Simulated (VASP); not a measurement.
OSZICAR of a VASP run on Sn (beta):

File OSZICAR:
```
       N       E                     dE             d eps       ncg     rms          rms(c)
DAV:   1     0.196802595362E+03    0.19680E+03   -0.14426E+04  5894   0.252E+03
DAV:   2     0.835911267477E+01   -0.18844E+03   -0.18626E+03  5888   0.442E+02
DAV:   3    -0.760570329608E+01   -0.15965E+02   -0.15794E+02  6666   0.134E+02
DAV:   4    -0.806135968817E+01   -0.45566E+00   -0.45426E+00  7026   0.243E+01
DAV:   5    -0.807795182635E+01   -0.16592E-01   -0.16600E-01  8028   0.413E+00    0.366E+00
DAV:   6    -0.801717248628E+01    0.60779E-01   -0.60444E-02  7782   0.448E+00    0.200E+00
DAV:   7    -0.799206988399E+01    0.25103E-01   -0.37380E-02  7812   0.339E+00    0.212E-01
DAV:   8    -0.799093887581E+01    0.11310E-02   -0.33151E-03  7464   0.941E-01    0.292E-02
DAV:   9    -0.799094729421E+01   -0.84184E-05   -0.81655E-05  7672   0.103E-01    0.181E-02
DAV:  10    -0.799094524127E+01    0.20529E-05   -0.46773E-06  8390   0.262E-02    0.218E-03
DAV:  11    -0.799094557475E+01   -0.33348E-06   -0.33717E-07  5612   0.936E-03    0.134E-03
DAV:  12    -0.799094544033E+01    0.13442E-06   -0.35220E-08  3262   0.301E-03    0.222E-04
DAV:  13    -0.799094543483E+01    0.55002E-08   -0.84457E-09  3208   0.117E-03
   1 F= -.25772563E+01 E0= -.25771375E+01  d E =-.257726E+01
       N       E                     dE             d eps       ncg     rms          rms(c)
DAV:   1    -0.799946338937E+01   -0.85179E-02   -0.13797E-02  6376   0.223E+00    0.137E-01
DAV:   2    -0.799895397735E+01    0.50941E-03   -0.85053E-04  7614   0.569E-01    0.612E-02
DAV:   3    -0.799883317354E+01    0.12080E-03   -0.34693E-04  7704   0.347E-01    0.743E-03
DAV:   4    -0.799882531976E+01    0.78538E-05   -0.14058E-05  6908   0.508E-02    0.232E-03
DAV:   5    -0.799882419111E+01    0.11286E-05   -0.51834E-07  7084   0.801E-03    0.105E-03
DAV:   6    -0.799882383981E+01    0.35130E-06   -0.79358E-08  3242   0.406E-03    0.235E-04
DAV:   7    -0.799882381350E+01    0.26314E-07   -0.13146E-08  3092   0.155E-03
   2 F= -.25772472E+01 E0= -.25771315E+01  d E =0.911979E-05
       N       E                     dE             d eps       ncg     rms          rms(c)
DAV:   1    -0.799426868145E+01    0.45552E-02   -0.50977E-03  6366   0.135E+00    0.835E-02
DAV:   2    -0.799407668054E+01    0.19200E-03   -0.31614E-04  7590   0.347E-01    0.373E-02
DAV:   3    -0.799403322619E+01    0.43454E-04   -0.12791E-04  7704   0.211E-01    0.454E-03
DAV:   4    -0.799403287120E+01    0.35499E-06   -0.51593E-06  6884   0.307E-02    0.140E-03
DAV:   5    -0.799403307148E+01   -0.20028E-06   -0.16327E-07  4792   0.476E-03    0.623E-04
DAV:   6    -0.799403326266E+01   -0.19118E-06   -0.61216E-08  3188   0.357E-03    0.905E-05
DAV:   7    -0.799403325016E+01    0.12498E-07   -0.11193E-08  3054   0.140E-03
   3 F= -.25772624E+01 E0= -.25771449E+01  d E =-.611109E-05
```

Q: Which electronic solver shows in the log?

A: It is blocked Davidson (ALGO = Normal, or the opening steps of other solvers). The INCAR had ALGO = Normal.

Q: Can the final energy be trusted as converged?

A: Self-consistency was reached. It stopped with EDIFF = 1E-7, NELM = 100, NSW = 40 and EDIFFG = -0.01 after 3 ionic steps (PBEsol GGA, plane waves, VASP's PBE PAW potentials (set 64)).

The compound is Sn in the beta structure. This run relaxes it under an external pressure of 20 GPa. Symmetry was kept, so distortions that lower it aren't found.
